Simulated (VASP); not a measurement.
These are vdW-DF2, VASP's PBE PAW potentials (set 64) (plane waves; VASP) values and carry that method's errors.

Input for VASP

**POSCAR**
```
C
2.5502840
  0.0000000000   0.7071067036   0.7071067036
  0.7071067036   0.0000000000   0.7071067036
  0.7071067036   0.7071067036   0.0000000000
C
2
Direct
  0.0000000000   0.0000000000   0.0000000000
  0.2500000000   0.2500000000   0.2500000000
```

### INCAR
```
# general
SYSTEM  =C
PREC    =Accurate
ENCUT   =520
LREAL   =.False.
LASPH   =.True.   # aspherical one-centre terms
ICHARG  =11

# electronic loop
EDIFF   =1E-7
NELM    =100
ALGO    =Normal

# smearing
ISMEAR  =0
SIGMA   =0.05

# functional
GGA     =ML
LUSE_VDW=.True.
AGGAC   =0.0
ZAB_VDW =-1.8867

# output
LWAVE   =.False.
LCHARG  =.False.
LORBIT  =11   # lm-projected
```

File KPOINTS:
```
k-points along high-symmetry lines
15
Line-mode
Reciprocal
  0.000000   0.000000   0.000000 ! GAMMA
  0.500000   0.000000   0.500000 ! X

  0.500000   0.000000   0.500000 ! X
  0.625000   0.250000   0.625000 ! U

  0.375000   0.375000   0.750000 ! K
  0.000000   0.000000   0.000000 ! GAMMA

  0.000000   0.000000   0.000000 ! GAMMA
  0.500000   0.500000   0.500000 ! L

  0.500000   0.500000   0.500000 ! L
  0.500000   0.250000   0.750000 ! W

  0.500000   0.250000   0.750000 ! W
  0.500000   0.000000   0.500000 ! X
```

POTCAR, in this order: C (PBE.64 set). Program: vasp_std. Read from the step before: CHGCAR.

Output of the run:

OSZICAR:
```
       N       E                     dE             d eps       ncg     rms          rms(c)
DAV:   1     0.626690343381E+01    0.62669E+01   -0.51064E+03  1512   0.979E+02
DAV:   2    -0.121193331487E+02   -0.18386E+02   -0.16730E+02  2272   0.106E+02
DAV:   3    -0.122460022316E+02   -0.12667E+00   -0.12667E+00  1576   0.117E+01
DAV:   4    -0.122461744133E+02   -0.17218E-03   -0.17218E-03  2072   0.456E-01
DAV:   5    -0.122461745812E+02   -0.16784E-06   -0.16784E-06  1504   0.892E-03
DAV:   6    -0.122461745816E+02   -0.45429E-09   -0.45417E-09  2024   0.396E-04
   1 F= -.12246175E+02 E0= -.12246175E+02  d E =-.189719E-11
```

**OUTCAR**
```
 val. band max:        9.0393962262   @ k =   0.0000   0.0000   0.0000

 cond. band min:      13.5825745606   @ k =   0.3571   0.0000   0.3571



 k-point     1 :       0.0000    0.0000    0.0000
  band No.  band energies     occupation
      1     -11.5662      2.00000
      2       9.0394      2.00000
      3       9.0394      2.00000
      4       9.0394      2.00000
      5      14.7527      0.00000
      6      14.7527      0.00000
      7      14.7527      0.00000
      8      21.7351      0.00000

 k-point     2 :       0.0357    0.0000    0.0357
  band No.  band energies     occupation
      1     -11.5207      2.00000
      2       8.8649      2.00000
      3       8.8649      2.00000
      4       8.9256      2.00000
      5      14.7208      0.00000
      6      14.9656      0.00000
      7      14.9656      0.00000
      8      21.7769      0.00000

 k-point     3 :       0.0714    0.0000    0.0714
  band No.  band energies     occupation
      1     -11.3844      2.00000
      2       8.4090      2.00000
      3       8.4090      2.00000
      4       8.5941      2.00000
      5      14.6295      0.00000
      6      15.5362      0.00000
      7      15.5362      0.00000
      8      21.8709      0.00000

 k-point     4 :       0.1071    0.0000    0.1071
  band No.  band energies     occupation
      1     -11.1576      2.00000
      2       7.7971      2.00000
      3       7.7971      2.00000
      4       8.0708      2.00000
      5      14.4901      0.00000
      6      16.3374      0.00000
      7      16.3374      0.00000
      8      21.9229      0.00000

 k-point     5 :       0.1429    0.0000    0.1429
  band No.  band energies     occupation
      1     -10.8411      2.00000
      2       7.1253      2.00000
      3       7.1253      2.00000
      4       7.3878      2.00000
      5      14.3189      0.00000
      6      17.2704      0.00000
      7      17.2704      0.00000
      8      21.7872      0.00000
...
```

The density is held fixed in this step, so its total energy and stress have no physical meaning.

The compound is C in the diamond structure. It was relaxed first.
